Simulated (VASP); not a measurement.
OSZICAR of a VASP run on ZrC (space group Fm-3m):

**OSZICAR**
```
       N       E                     dE             d eps       ncg     rms          rms(c)
DAV:   1     0.857903266914E+02    0.85790E+02   -0.77157E+03  1136   0.110E+03
DAV:   2    -0.192496271493E+02   -0.10504E+03   -0.98958E+02  1320   0.300E+02
DAV:   3    -0.236557538332E+02   -0.44061E+01   -0.43434E+01  1704   0.542E+01
DAV:   4    -0.237798719641E+02   -0.12412E+00   -0.12405E+00  1364   0.903E+00
DAV:   5    -0.237852267027E+02   -0.53547E-02   -0.53545E-02  1724   0.130E+00    0.216E+01
DAV:   6    -0.207290023599E+02    0.30562E+01   -0.14715E+01  1268   0.269E+01    0.862E+00
DAV:   7    -0.206008955136E+02    0.12811E+00   -0.67600E-01  1340   0.647E+00    0.608E+00
DAV:   8    -0.205830637613E+02    0.17832E-01   -0.13533E-01  1200   0.324E+00    0.123E+00
DAV:   9    -0.205799491140E+02    0.31146E-02   -0.27147E-02  1412   0.108E+00    0.471E-01
DAV:  10    -0.205799699556E+02   -0.20842E-04   -0.18336E-03  1312   0.531E-01    0.293E-01
DAV:  11    -0.205798268638E+02    0.14309E-03   -0.56475E-04  1256   0.181E-01    0.192E-02
DAV:  12    -0.205798228661E+02    0.39977E-05   -0.77597E-06  1508   0.326E-02    0.931E-03
DAV:  13    -0.205798226305E+02    0.23563E-06   -0.30890E-07   684   0.624E-03
   1 F= -.20579823E+02 E0= -.20568960E+02  d E =-.217245E-01
```

### Question
Which electronic solver shows in the log?

### Answer
It is blocked Davidson (ALGO = Normal, or the opening steps of other solvers). The INCAR had ALGO = Normal.

### Question
Can the final energy be trusted as converged?

### Answer
Self-consistency was reached. It stopped with EDIFF = 1E-6, NELM = 100 (PBEsol GGA, plane waves, VASP's PBE PAW potentials (set 64)).

The structure is a typed ZrC crystal (Fm-3m). The cell was not relaxed at this level.
